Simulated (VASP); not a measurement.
Input:

```
MgSe
1.0
    4.16680     0.00000     0.00000
   -2.08340     3.60855     0.00000
    0.00000     0.00000     6.71883
Mg Se
2 2
Cartesian
  2.08340   1.20285   3.34766
  0.00000   2.40570   6.70707
  2.08340   1.20285   5.89074
  0.00000   2.40570   2.53132
```

All values below come from LDA (Ceperley-Alder, Perdew-Zunger), VASP's LDA PAW potentials (set 64) (plane waves; VASP). Numerical set-up: 400 eV cut-off, Gaussian smearing of 0.050 eV, potentials Mg Se.

**Question.** Give the energies of bands 3 to 11 at the high-symmetry points, in eV from the valence-band maximum.

**Answer.** 
| band | Γ | M | K | A | L | H |
|---|---|---|---|---|---|---|
| 3 | -3.46 | -3.23 | -2.61 | -2.14 | -3.33 | -3.02 |
| 4 | -0.54 | -2.67 | -2.53 | -2.14 | -3.33 | -3.02 |
| 5 | -0.54 | -2.06 | -2.53 | -0.31 | -0.92 | -2.12 |
| 6 | -0.07 | -1.29 | -1.48 | -0.31 | -0.92 | -2.12 |
| 7 | -0.07 | -1.04 | -1.48 | -0.31 | -0.90 | -0.59 |
| 8 | 0.00 | -0.46 | -1.46 | -0.31 | -0.90 | -0.59 |
| 9 | 2.58 | 4.00 | 4.16 | 4.13 | 3.90 | 4.94 |
| 10 | 3.83 | 4.56 | 6.72 | 4.13 | 3.90 | 4.94 |
| 11 | 6.73 | 5.08 | 6.93 | 6.93 | 5.50 | 5.86 |

The gap is direct, 2.59 eV, from the valence maximum at Γ to the conduction minimum at Γ.

The structure comes from a computed database's MgSe entry (P6_3mc); how it stands against other phases isn't given here. It was relaxed first.
